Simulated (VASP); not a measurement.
Input of a VASP 6.6.1 run:

The input POSCAR:

```
H18SO8
1.0
    6.6943300000      0.0000000000      0.0000000000
    0.0000000000      6.6943300000      0.0000000000
    0.0000000000      0.0000000000      6.6943300000
O H S
8 18 1
Direct
    1.0083010548      0.5470300986      0.2970872365
    0.3889859030      0.3655929720      0.4304239558
    0.0297864013      0.0600358811      0.3586169191
    0.5271774771      0.2221581547      0.7730721372
    0.3097098589      0.5193648954     -0.0592142903
    1.0631534448      0.7200421850      0.6751982648
    0.7170545820      0.2582334603      0.1711149585
    0.2050690659      0.0192999150      0.9192107351
    0.9835786404      0.6566153745      0.2160186307
    0.9348508365      0.4442416194      0.2316437941
    0.4867103952      0.3572276837      0.3282628732
    0.2718718677      0.4425088097      0.3891502212
    0.1408654787      0.1482149819      0.3447096274
    0.0711796401     -0.0120400399      0.4735350662
    0.4180702176      0.1202808944      0.8025448402
    0.5082061984      0.2769507927      0.6387495089
    0.3858041059      0.6250513494      0.0064084083
    0.4135290612      0.4374448227     -0.1175173617
    1.0302748744      0.6395113477      0.5573821428
    1.1513176076      0.6345668648      0.7632130475
    0.6970525803      0.2587712288      0.0305631781
    0.8160936195      0.1537271094      0.2053379502
    0.1218792620      0.1264652325      0.9671468243
    0.1083006066     -0.0673256323      0.8355279767
    0.5761891033      0.8792366077      1.1232341399
    0.6123988510      0.9369570965      0.8537224786
    0.6984716917      0.8116570292      0.9816068225
```

File INCAR.step1:

```
  ALGO = Normal
  EDIFF = 1E-4
  ENCUT = 520
  GGA = PE
  ISMEAR = -1
  LASPH = T
  LCHARG = F
  LREAL = Auto
  LWAVE = T
  NBANDS = 55
  NELM = 100
  PREC = Accurate
  SIGMA = 0.05
```

Contents of INCAR.step2:

```
  ALGO = Normal
  EDIFF = 1E-6
  ENCUT = 520
  ISIF = 2
  ISMEAR = -1
  ISTART = 1
  IVDW = 12
  LASPH = T
  LCHARG = F
  LMIXTAU = T
  LREAL = Auto
  LWAVE = F
  METAGGA = R2SCAN
  NBANDS = 55
  NELM = 100
  PREC = Accurate
  SIGMA = 0.05
  VDW_A1 = 0.49484001
  VDW_A2 = 5.73083694
  VDW_S6 = 1.0
  VDW_S8 = 0.78981345
```

The input KPOINTS:

```
k-points
0
Gamma
  1 1 1
```

Potentials or basis: VASP PAW PBE potentials, release 64 (O, H, S).

Run with:

```bash
$ cat potpaw_PBE.64/O/POTCAR potpaw_PBE.64/H/POTCAR potpaw_PBE.64/S/POTCAR > POTCAR
$ cp INCAR.step1 INCAR
$ mpirun -np 1 vasp_gam > vasp.out
$ cp INCAR.step2 INCAR
$ mpirun -np 1 vasp_gam > vasp.out
```

Problem. Estimate the largest force.

Solution. 2.436 eV/Å.

Problem. Predict the pressure.

Solution. 0.2 GPa.

Problem. Predict the dispersion energy per atom.

Solution. -0.018 eV.

Problem. Predict the band gap on the k mesh.

Solution. 4.71 eV, direct.

Stress tensor (GPa, compression positive):
```
-1.54 -0.42 -1.07
-0.42  0.76 -0.43
-1.07 -0.43  1.34
```

Caveat: the PAW data sets were made with another functional, which shifts forces and pressure a little. r2SCAN opens gaps a little over a GGA but as a rule still falls short of measured ones.
